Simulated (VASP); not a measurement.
## AlSiGeN: structure and properties in VASP

Wanted: the relaxed cell of AlSiGeN and its properties. The steps: relaxing cell and atoms (PBEsol + D4), second relaxation, single point with fields (PBEsol + D4), band structure (PBEsol + D4), density of states (PBEsol + D4), bands along the symmetry lines (r2SCAN), vibrations at Γ (PBEsol + D4), optical spectrum (PBEsol + D4), elastic tensor by finite strains (PBEsol + D4) and total and projected DOS (PBEsol + D4), changed input. The cell is invented: it takes the structure of a Materials Project entry for AlSiCN (space group 156 there), with some of its atoms replaced by other elements, volume scaled by an estimate. It may not be a known or stable phase.

Main program and level: VASP 6.6.1; PBEsol with D4; plane waves and PAW (Ge_d, Si, Al, N), in the first sound run; inputs show where later runs differ.

Most raw output is cut from this account.

## 1. Starting point

Before any relaxation, the start is as follows. Symmetry: P3m1, No. 156, trigonal system. The conventional cell has a = 3.266 Å, b = 3.266 Å, c = 5.311 Å, α = 90.00°, β = 90.00°, γ = 120.00°. Nearest to Ge lie 3 Si at 1.98 Å and 1 Al at 2.12 Å. Nearest to Si lie 1 N at 1.91 Å and 3 Ge at 1.98 Å. Nearest to Al lie 3 N at 2.01 Å and 1 Ge at 2.12 Å. N has 1 Si at 1.91 Å and 3 Al at 2.01 Å nearest. It derives from AlSiCN. it takes the structure of a Materials Project entry for AlSiCN (space group 156 there), with some of its atoms replaced by other elements, volume scaled by an estimate. Farther neighbours and most contacts between anions are not listed.

Coordinates:

```cif
data_structure
_symmetry_space_group_name_H-M 'P3m1'
_symmetry_Int_Tables_number 156
_cell_length_a 3.2664
_cell_length_b 3.2664
_cell_length_c 5.3109
_cell_angle_alpha 90.000
_cell_angle_beta 90.000
_cell_angle_gamma 120.000
_cell_volume 49.07
loop_
_atom_site_label
_atom_site_type_symbol
_atom_site_symmetry_multiplicity
_atom_site_Wyckoff_symbol
_atom_site_fract_x
_atom_site_fract_y
_atom_site_fract_z
_atom_site_occupancy
Ge1 Ge 1 a 0.00000 0.00000 0.10860 1
Si1 Si 1 b 0.33333 0.66667 0.99731 1
Al1 Al 1 a 0.00000 0.00000 0.50716 1
N1 N 1 b 0.33333 0.66667 0.63692 1
```

## 2. Relaxing cell and atoms (PBEsol + D4)

The start need not lie at this functional's minimum. ISIF = 3 frees volume, shape and positions, and EDIFFG sets the threshold on forces and stress at which the search stops. PBEsol restores the gradient expansion of exchange and is tuned for the cells of solids. A dispersion term adds the long-range attraction that semilocal functionals lack. D4 lets the coefficients depend on atomic charges too.

INCAR

```
SYSTEM = AlSiGeN
PREC = Accurate
ENCUT = 520
EDIFF = 1E-06
NELM = 100
ISMEAR = 0
SIGMA = 0.05
LREAL = .FALSE.
ALGO = Normal
GGA = PS
IVDW = 13
LORBIT = 11
LWAVE = .FALSE.
LCHARG = .FALSE.
KPAR = 2
IBRION = 2
NSW = 60
ISIF = 3
EDIFFG = -0.01
```

POSCAR

```
AlSiGeN
1.0
    3.2664390000      0.0000000000      0.0000000000
   -1.6332200000      2.8288190000      0.0000000000
    0.0000000000      0.0000000000      5.3109450000
Ge Si Al N
1 1 1 1
Direct
    0.6666666700      0.3333333300      0.1086050000
    0.0000000000      0.0000000000      0.9973100000
    0.6666666700      0.3333333300      0.5071610000
    0.0000000000      0.0000000000      0.6369240000
```

KPOINTS

```
Automatic mesh
0
Gamma
8 8 4
0 0 0
```

PAW data sets: Ge_d, Si, Al and N (PBE family, release 64).

Command:

```console
$ mpirun -np 2 vasp_std
```

Run time: 48 s. Hardware: 2 MPI ranks of Intel Xeon 6975P-C (Granite Rapids), shared host; peak memory 0.36 GiB.

The k-mesh is coarse for a metal. The PAW data sets were made with PBE, which is usual practice but a small mismatch for other functionals. After so large a change of volume the plane waves of the start cell no longer fit, so the final stress carries a basis-set error. The run keeps the 6 symmetry operations of its start, so it cannot find a distortion of lower symmetry.

Step by step:

```tsv
step	energy less that of the first step (eV)	largest force (eV/Å)	pressure (GPa)	volume (Å³)
1	0.0000	7.9404	54.16	49.07
2	-1.3241	1.7150	-17.50	84.70
3	-3.2475	1.3900	-5.40	65.04
4	-3.2569	1.5176	-3.98	64.19
5	-3.2572	1.5843	-3.21	63.76
6	-3.4567	0.4968	-0.89	61.94
7	-3.4677	0.5823	0.11	61.39
8	-3.4833	0.1142	-0.82	61.29
9	-3.4833	0.1019	-0.77	61.29
10	-3.4852	0.1278	0.34	60.65
11	-3.4857	0.0630	0.01	60.85
12	-3.4859	0.0121	0.05	60.82
13	-3.4859	0.0147	0.08	60.82
14	-3.4860	0.0150	-0.02	60.86
15	-3.4860	0.0155	-0.02	60.86
16	-3.4860	0.0156	0.02	60.86
17	-3.4860	0.0139	0.00	60.86
18	-3.4860	0.0043	0.02	60.86
```

```tsv
conventional cell, symmetrised	before	after	change
a (Å)	3.266	3.492	+6.9 %
b (Å)	3.266	3.492	+6.9 %
c (Å)	5.311	5.764	+8.5 %
volume (Å³/atom)	12.27	15.22	+24.0 %
```

The atoms that moved most (Å, as changes of fractional coordinates times the final cell):

```tsv
atom	dx	dy	dz	length
Si2	0.000	0.000	-0.310	0.310
Al3	0.000	0.000	0.261	0.261
Ge1	0.000	0.000	0.093	0.093
N4	0.000	0.000	-0.045	0.045
```

The relaxed structure:

```
Ge Si Al N
1.0
     3.49182    0.00000    0.00000
    -1.74591    3.02400    0.00000
     0.00000    0.00000    5.76367
Ge Si Al N
1 1 1 1
Cartesian
  1.7459 1.0080 0.7189
  0.0000 0.0000 5.4385
  1.7459 1.0080 3.1845
  0.0000 0.0000 3.6263
```

Numbers from this step:

```yaml
electrons: 26
bands: 17
irreducible_k_points: 35
symmetry_operations: 6
free_energy_toten: -25.25 eV
energy_at_zero_smearing: -25.25 eV
fermi_energy: 7.633 eV
pressure: 0.01893 GPa
metallic: yes
scf_cycles_over_all_ionic_steps: 115
```

It ends with a largest force of 0.004 eV/Å and a pressure of 0.02 GPa.

## 3. Second relaxation

A relaxation keeps the plane waves of the cell it began with, so it is repeated from the new cell, on a basis made for it. The mesh changes with the cell too.

INCAR is that of step 2.

POSCAR

```
AlSiGeN
1.0
    3.4918172154     -0.0000000336      0.0000000000
   -1.7459091714      3.0240022483      0.0000000000
    0.0000000000      0.0000000000      5.7636705049
Ge Si Al N
1 1 1 1
Direct
    0.6666666700      0.3333333300      0.1247280937
    0.0000000000      0.0000000000      0.9435886553
    0.6666666700      0.3333333300      0.5525115429
    0.0000000000      0.0000000000      0.6291717080
```

KPOINTS

```
Automatic mesh
0
Gamma
7 7 4
0 0 0
```

Command:

```console
$ mpirun -np 2 vasp_std
```

Wall time 23 s (2 MPI ranks); peak memory 0.42 GiB; 45 s of CPU time.

Relaxation path:

```tsv
step	energy less that of the first step (eV)	largest force (eV/Å)	pressure (GPa)	volume (Å³)
1	0.0000	0.1032	0.52	60.86
2	-0.0004	0.0620	-0.40	61.29
3	-0.0007	0.0194	-0.12	61.13
4	-0.0007	0.0181	0.03	61.11
5	-0.0007	0.0190	-0.06	61.12
6	-0.0008	0.0046	0.02	61.10
```

```tsv
conventional cell, symmetrised	before	after	change
a (Å)	3.492	3.494	+0.1 %
b (Å)	3.492	3.494	+0.1 %
c (Å)	5.764	5.780	+0.3 %
volume (Å³/atom)	15.22	15.27	+0.4 %
```

The relaxed structure:

```cif
data_structure
_symmetry_space_group_name_H-M 'P 1'
_symmetry_Int_Tables_number 1
_cell_length_a 3.4937
_cell_length_b 3.4937
_cell_length_c 5.7799
_cell_angle_alpha 90.000
_cell_angle_beta 90.000
_cell_angle_gamma 120.000
_cell_volume 61.10
loop_
_atom_site_label
_atom_site_type_symbol
_atom_site_fract_x
_atom_site_fract_y
_atom_site_fract_z
_atom_site_occupancy
Ge1 Ge 0.66667 0.33333 0.12485 1
Si2 Si 0.00000 0.00000 0.94291 1
Al3 Al 0.66667 0.33333 0.55281 1
N4 N 0.00000 0.00000 0.62943 1
```

Numbers from this step:

* irreducible k-points: 28
* free energy (TOTEN): -25.26 eV
* energy at zero smearing: -25.26 eV
* Fermi energy: 7.486 eV
* pressure: 0.01831 GPa
* SCF cycles over all ionic steps: 40

It ends with a largest force of 0.005 eV/Å and a pressure of 0.02 GPa.

## 4. Single point with fields (PBEsol + D4)

The relaxed cell gets a fresh self-consistent run, on a basis set for its own volume, to fix the density and to check the remaining stress.

INCAR: that of step 3 with these lines changed.

```diff
@@ -13,7 +13,5 @@
 LWAVE = .FALSE.
-LCHARG = .FALSE.
-KPAR = 2
-IBRION = 2
-NSW = 60
-ISIF = 3
-EDIFFG = -0.01
+LCHARG = .TRUE.
+ISIF = 2
+LELF = .TRUE.
+LVHAR = .TRUE.
```

POSCAR

```
AlSiGeN
1.0
    3.4936646150     -0.0000000340      0.0000000000
   -1.7468328718      3.0256021432      0.0000000000
    0.0000000000      0.0000000000      5.7798579390
Ge Si Al N
1 1 1 1
Direct
    0.6666666700      0.3333333300      0.1248462710
    0.0000000000      0.0000000000      0.9429116601
    0.6666666700      0.3333333300      0.5528121568
    0.0000000000      0.0000000000      0.6294299119
```

KPOINTS is that of step 3.

Command:

```console
$ mpirun -np 2 vasp_std
```

It took 8.6 s on 2 MPI ranks; peak memory 0.31 GiB; 16 s of CPU time.

This step gave:

- SCF cycles: 14
- bands: 18
- pressure: 0.01388 GPa

Valence electrons inside each PAW sphere by angular momentum. Sphere charges, by row:

```tsv
atom	s (e)	p (e)	d (e)	tot (e)
Ge1	1.133	1.523	10.04	12.7
Si2	0.743	0.975	0	1.718
Al3	0.361	0.326	0	0.688
N4	1.237	2.473	0	3.71
```

Valence density in the ac plane at fractional y = 0.000, with atoms of Si and N within 0.2 Å of it. It is the smooth field of the valence electrons, not physical close to the nuclei.

Ten steps, logarithmic in the rise over the least value, from '_' (-0.1 e/Å³) to '@' (3.6 e/Å³), each cell a mean:
```
__--++**++++++++++++++++++--
..--++++++++======++++++++--
++++++++++==========++++++++
****++++============++++****
####**++==============++**##
%%####++++==========++**##%%
@@@@##**++==========++**%%@@
@@@@%%##++========++**##%%@@
@@@@%%##++++======++**##@@@@
@@@@%%**++========++++##%%@@
%%####**++==========++**##%%
****++++==============++++**
============================
============================
--------==============------
--------==============------
------==================----
============++++++==========
========++++++++++++========
++++++++++++++++++++++++++++
++++++++++++++++++++++++++++
++++****++++++++++++++****++
==++****++++++++++++****++++
```
Columns run along a (3.5 Å), rows up along c (5.8 Å). Atoms in or near the plane, at fractional coordinates: Si at (0.00, 0.94), N at (0.00, 0.63).

Electrostatic potential energy in the ac plane at fractional y = 0.000, with atoms of Si and N within 0.2 Å of it. With pseudopotentials it is smooth inside the atoms' cores, unlike the true potential.

Ten even steps from '0' (-76 eV) to '9' (3 eV), each cell a mean:
```
00268999998510
00268999998510
01479999998731
45789999999865
78899999999988
77899999999987
34799999999974
43589999999843
43589988899843
34799988899863
67899988899987
99999988899999
99999999999999
99999999999999
99999999999999
99999999999999
99999999999999
99999999999999
99999999999999
99999988999999
78899998999987
34789999999864
01478999998730
```
Columns run along a (3.5 Å; values clipped at the 3rd and 97th percentile), rows up along c (5.8 Å). Atoms in or near the plane, at fractional coordinates: Si at (0.00, 0.94), N at (0.00, 0.63).

ELF in the ac plane at fractional y = 0.000, with atoms of Si and N within 0.2 Å of it. It is the smooth field of the valence electrons, not physical close to the nuclei.

Ten even steps from '0' (0.02) to '9' (0.86), each cell a mean:
```
02689765689851
01367654567631
33355432345433
87643211123467
99753110123689
99864210124789
78975311246898
25897521358985
25998632368985
68998632368998
99987421357899
88764322234678
44322223222234
11111244321111
00002356531000
00013566642100
00023566653100
01134555554211
22345544455432
34566544556654
45787654568875
35898755679974
13799865689973
```
Columns run along a (3.5 Å), rows up along c (5.8 Å). Atoms in or near the plane, at fractional coordinates: Si at (0.00, 0.94), N at (0.00, 0.63).

In this run the pressure is 0.01 GPa, small enough to go on.

## 5. Band structure (PBEsol + D4)

Levels along the symmetry lines show where the bands peak and cross; KPOINTS_OPT computes them in the converged potential.

INCAR: that of step 4 with these lines changed.

```diff
@@ -13,5 +13,3 @@
 LWAVE = .FALSE.
-LCHARG = .TRUE.
-ISIF = 2
-LELF = .TRUE.
-LVHAR = .TRUE.
+LCHARG = .FALSE.
+KPAR = 2
```

POSCAR is that of step 4.

KPOINTS is that of step 4.

KPOINTS_OPT

```
Line mode
16
Line-mode
Reciprocal
  0.00000000   0.00000000   0.00000000 GAMMA
  0.50000000   0.00000000   0.00000000 M

  0.50000000   0.00000000   0.00000000 M
  0.33333333   0.33333333   0.00000000 K

  0.33333333   0.33333333   0.00000000 K
  0.00000000   0.00000000   0.00000000 GAMMA

  0.00000000   0.00000000   0.00000000 GAMMA
  0.00000000   0.00000000   0.50000000 A

  0.00000000   0.00000000   0.50000000 A
  0.50000000   0.00000000   0.50000000 L

  0.50000000   0.00000000   0.50000000 L
  0.33333333   0.33333333   0.50000000 H

  0.33333333   0.33333333   0.50000000 H
  0.00000000   0.00000000   0.50000000 A

  0.50000000   0.00000000   0.50000000 L
  0.50000000   0.00000000   0.00000000 M

  0.33333333   0.33333333   0.00000000 K
  0.33333333   0.33333333   0.50000000 H
```

Command:

```console
$ mpirun -np 2 vasp_std
```

Elapsed: 24 s, on 2 MPI ranks; peak memory 0.44 GiB; 47 s of CPU time.

Spin-orbit coupling is off here; it would split degenerate levels.

This step gave:

| Quantity | Value |
| --- | --- |
| bands | 17 |
| pressure | 0.01316 GPa |

The electronic bands at the labelled points (eV, zero at the Fermi level; # counts the bands kept):

```tsv
point	#3	#4	#5	#6	#7	#8
Γ	-4.59	-2.40	-1.33	0.58	0.58	3.68
0.53 of the way	-5.06	-3.82	-2.82	-0.80	0.49	2.35
M	-6.07	-5.39	-3.74	-1.46	0.36	1.80
0.53 of the way	-6.28	-5.77	-3.71	-3.21	1.18	2.11
K	-6.57	-5.64	-4.23	-3.69	0.69	3.39
0.47 of the way	-5.66	-4.04	-3.00	-2.12	1.31	2.61
Γ	-4.59	-2.40	-1.33	0.58	0.58	3.68
0.47 of the way	-4.58	-3.79	-0.25	0.51	0.51	3.75
A	-4.57	-4.57	0.43	0.43	0.67	2.80
0.47 of the way	-4.93	-4.29	-3.05	-0.87	1.57	2.50
L	-5.31	-5.00	-2.61	-1.80	0.34	1.41
0.53 of the way	-6.25	-4.89	-3.73	-2.10	0.92	2.27
H	-6.98	-4.93	-4.61	-1.80	1.49	2.39
0.47 of the way	-5.50	-4.42	-3.05	-2.56	2.10	2.52
A	-4.57	-4.57	0.43	0.43	0.67	2.80
jump to L	-5.31	-5.00	-2.61	-1.80	0.34	1.41
0.47 of the way	-5.56	-5.35	-2.94	-1.66	0.15	1.29
M	-6.07	-5.39	-3.74	-1.46	0.36	1.80
jump to K	-6.57	-5.64	-4.23	-3.69	0.69	3.39
0.47 of the way	-7.12	-5.17	-4.55	-2.85	1.36	2.47
H	-6.98	-4.93	-4.61	-1.80	1.49	2.39
```

Of the projections kept (Ge, Si, Al, N), the largest for each band there; the rest of the weight can lie on other orbitals:

```tsv
point	#3	#4	#5	#6	#7	#8
Γ	N 0.89	N 0.54	Al 0.42	Ge 0.63	Ge 0.63	Si 0.46
M	N 0.42	N 0.78	Ge 0.55	Ge 0.56	Al 0.45	N 0.47
K	N 0.45	N 0.53	Ge 0.48	Ge 0.62	Ge 0.48	N 0.60
Γ	N 0.89	N 0.54	Al 0.42	Ge 0.63	Ge 0.63	Si 0.46
A	N 0.90	N 0.90	Ge 0.63	Ge 0.63	Al 0.45	N 0.44
L	N 0.81	N 0.58	Ge 0.54	Ge 0.59	N 0.30	Ge 0.46
```

There is no gap at this level.

## 6. Density of states (PBEsol + D4)

A density of states needs more k-points than a total energy; ISMEAR = -5 takes tetrahedra, and LORBIT projects the states on the PAW spheres. The mesh is finer than in the run before.

INCAR: that of step 5 with these lines changed.

```diff
@@ -5,3 +5,3 @@
 NELM = 100
-ISMEAR = 0
+ISMEAR = -5
 SIGMA = 0.05
@@ -15 +15,2 @@
 KPAR = 2
+NEDOS = 2001
```

POSCAR is that of step 5.

KPOINTS

```
Automatic mesh
0
Gamma
11 11 6
0 0 0
```

Command:

```console
$ mpirun -np 2 vasp_std
```

It took 20 s on 2 MPI ranks; peak memory 0.5 GiB; 38 s of CPU time.

With tetrahedra the forces and stress of a metal are not exact derivatives of the energy.

This step gave:

- SCF cycles: 15
- irreducible k-points: 84
- free energy (TOTEN): -25.27 eV
- Fermi energy: 7.621 eV
- pressure: -0.02048 GPa
- DOS at the Fermi level: 0.3812 states/eV/cell

The density of states has structure finer than the step of the table below, so its rows give means over 0.5 eV, whole bins alone (the curve runs from -12.0 to 3.42 eV). Peaks (eV: height): total -5.50: 3.03, -5.13: 2.94, 2.27: 2.98, 3.19: 3.07; Ge p -5.07: 0.232, -3.09: 0.607, -2.44: 0.449, -0.51: 0.194; N p -8.14: 0.541, -7.00: 0.581, -5.50: 1.03, -5.13: 0.994; Si p -5.07: 0.240, -3.09: 0.190, -2.44: 0.174, 3.19: 0.172; Si s -10.41: 0.118, -8.46: 0.408, 3.19: 0.122.

States under -12.0 eV and over 3.4 eV are left out. The density of states by energy, zero at the Fermi level; means over each step; values in states/eV/cell:

```tsv
energy (eV)	total	Ge p	N p	Si p	Si s	Ge s
-11.5	0.587	0.0154	0.00645	0.0198	0.0774	0.205
-11.0	0.661	0.0184	0.00974	0.0273	0.0770	0.236
-10.5	0.986	0.0224	0.0219	0.0503	0.0871	0.373
-10.0	0.586	0.0111	0.0163	0.0352	0.0343	0.235
-9.5	0.0410	7.9e-4	0.00101	0.00276	0.00180	0.0179
-9.0	2.4e-4	1.7e-5	3.8e-5	8.2e-6	2.9e-5	1.8e-6
-8.5	1.63	0.109	0.267	0.0439	0.236	0.0207
-8.0	1.92	0.0895	0.382	0.0529	0.184	0.0628
-7.5	1.14	0.0514	0.222	0.0327	0.0676	0.114
-7.0	1.94	0.0521	0.465	0.0660	0.0900	0.211
-6.5	1.60	0.0386	0.465	0.0722	0.0440	0.0992
-6.0	1.51	0.0784	0.457	0.0897	0.0129	0.0264
-5.5	2.61	0.163	0.853	0.181	0.0281	0.0291
-5.0	2.19	0.160	0.732	0.162	0.0367	0.0317
-4.5	0.853	0.132	0.137	0.0663	0.0450	0.0357
-4.0	0.806	0.155	0.0904	0.0728	0.0282	0.0306
-3.5	1.47	0.317	0.158	0.119	0.0211	0.0409
-3.0	2.13	0.479	0.312	0.153	0.0228	0.0425
-2.5	1.44	0.367	0.161	0.144	0.0156	0.0207
-2.0	1.02	0.284	0.0662	0.157	0.0121	0.0120
-1.5	0.688	0.194	0.0342	0.116	0.00825	0.00715
-1.0	0.497	0.135	0.0218	0.0820	0.00593	0.00458
-0.5	0.406	0.114	0.0148	0.0682	0.00358	0.00465
0.0	0.482	0.0748	0.0268	0.0494	0.00262	0.00519
0.5	1.31	0.0478	0.0725	0.0547	0.0169	0.0122
1.0	1.66	0.0571	0.107	0.0627	0.0308	0.0156
1.5	1.07	0.0468	0.0690	0.0377	0.0460	0.0239
2.0	1.38	0.0578	0.103	0.0542	0.0607	0.0482
2.5	1.96	0.0698	0.174	0.0747	0.0743	0.0690
3.0	2.32	0.0993	0.245	0.101	0.0904	0.0989
```

The finer mesh and the other smearing move the Fermi level by +0.13 eV from the 7×7×4 run, one measure of the sampling error in the zero of the bands above.

## 7. Bands along the symmetry lines (r2SCAN)

This step: r2SCAN; plane waves and PAW (Ge_d, Si, Al, N); invented cell (VASP 6.6.1).

Levels along the symmetry lines show where the bands peak and cross; KPOINTS_OPT computes them in the converged potential. r2SCAN adds the kinetic-energy density, costs more than a GGA and is run with LASPH.

INCAR

```
SYSTEM = AlSiGeN
PREC = Accurate
ENCUT = 520
EDIFF = 1E-06
NELM = 100
ISMEAR = 0
SIGMA = 0.05
LREAL = .FALSE.
ALGO = Normal
METAGGA = R2SCAN
LASPH = .TRUE.
LORBIT = 11
LWAVE = .FALSE.
LCHARG = .FALSE.
KPAR = 2
```

POSCAR is that of step 6.

KPOINTS

```
Automatic mesh
0
Gamma
7 7 4
0 0 0
```

KPOINTS_OPT is that of step 5.

Command:

```console
$ mpirun -np 2 vasp_std
```

Run time: 85 s. Hardware: 2 MPI ranks; peak memory 0.41 GiB; 2.8 min of CPU time.

Numbers from this step:

```yaml
scf_cycles: 14
irreducible_k_points: 28
free_energy_toten: -39.80 eV
energy_at_zero_smearing: -39.80 eV
fermi_energy: 7.685 eV
pressure: 1.741 GPa
```

Electronic bands along the path, in eV, zero at the Fermi level; # counts the bands kept:

```tsv
point	#3	#4	#5	#6	#7	#8
Γ	-5.05	-2.71	-1.18	0.43	0.43	3.83
0.53 of the way	-5.52	-4.10	-3.13	-1.02	0.67	2.59
M	-6.47	-5.85	-4.04	-1.72	0.57	1.96
0.53 of the way	-6.69	-6.18	-4.03	-3.50	1.35	2.38
K	-6.95	-6.04	-4.56	-4.01	0.87	3.74
0.47 of the way	-6.10	-4.35	-3.32	-2.36	1.51	2.84
Γ	-5.05	-2.71	-1.18	0.43	0.43	3.83
0.47 of the way	-5.04	-4.08	-0.10	0.37	0.37	3.98
A	-5.03	-5.03	0.29	0.29	0.95	3.00
0.47 of the way	-5.39	-4.64	-3.32	-1.08	1.80	2.75
L	-5.77	-5.42	-2.91	-2.07	0.49	1.64
0.53 of the way	-6.68	-5.30	-4.02	-2.41	1.08	2.55
H	-7.41	-5.24	-5.03	-2.12	1.67	2.62
0.47 of the way	-5.95	-4.78	-3.35	-2.80	2.29	2.81
A	-5.03	-5.03	0.29	0.29	0.95	3.00
jump to L	-5.77	-5.42	-2.91	-2.07	0.49	1.64
0.47 of the way	-5.97	-5.81	-3.25	-1.92	0.34	1.50
M	-6.47	-5.85	-4.04	-1.72	0.57	1.96
jump to K	-6.95	-6.04	-4.56	-4.01	0.87	3.74
0.47 of the way	-7.55	-5.58	-4.87	-3.16	1.55	2.67
H	-7.41	-5.24	-5.03	-2.12	1.67	2.62
```

Of the projections kept (Ge, Si, Al, N), the largest for each band there; the rest of the weight can lie on other orbitals:

```tsv
point	#3	#4	#5	#6	#7	#8
Γ	N 0.89	N 0.53	Al 0.44	Ge 0.64	Ge 0.64	Si 0.46
M	N 0.42	N 0.78	Ge 0.55	Ge 0.57	Al 0.44	N 0.45
K	N 0.47	N 0.52	Ge 0.48	Ge 0.62	Ge 0.50	N 0.57
Γ	N 0.89	N 0.53	Al 0.44	Ge 0.64	Ge 0.64	Si 0.46
A	N 0.90	N 0.90	Ge 0.63	Ge 0.63	Al 0.46	N 0.41
L	N 0.81	N 0.57	Ge 0.55	Ge 0.59	N 0.29	Ge 0.47
```

Force by atom:

```tsv
atom	x (eV/Å)	y (eV/Å)	z (eV/Å)	size
Ge1	0.000	0.000	-0.155	0.155
Si2	0.000	0.000	0.109	0.109
Al3	0.000	0.000	-0.128	0.128
N4	0.000	0.000	0.174	0.174
```

At these settings, which differ from those of the relaxation, the cell is under a pressure of 1.7 GPa.

(Continued in part 2 of 2.)

[Lines on the potential files, build, host, timing and source positions are cut from VASP's logs without a mark.]

[Logs are printed without paths, hosts, clocks, repeated set-up lines and the standing remarks that a program may print on its own settings, such as how far it seeks lower states.]

[Hosts, paths, dates, database ids (printed as entryN), source tags and the programs' standing remarks are cut or masked in the printed files.]

[A measured line is paired with the nearest computed mode of its activity, which favours agreement.]
